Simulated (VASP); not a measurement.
Data:

```
CELL_PARAMETERS angstrom
      1.96738    -3.40761     0.00000
      1.96738     3.40761     0.00000
      0.00000     0.00000     6.45856
ATOMIC_POSITIONS crystal
  Zn 0.66667 0.33333 0.50031
  Zn 0.33333 0.66667 0.00031
  S  0.66667 0.33333 0.87469
  S  0.33333 0.66667 0.37469
```

Level of theory: vdW-DF2, VASP's PBE PAW potentials (set 64) (plane waves; VASP). Numerical set-up: 520 eV cut-off, 7×7×4 Γ-centred mesh, tetrahedra with Blöchl corrections, potentials Zn S.

Estimate the energy per atom (σ→0).

The energy per atom (σ→0) is -0.877 eV/atom.

The compound is ZnS in the wurtzite structure, the high-temperature form. It was relaxed first, which changed the volume by +9 %.
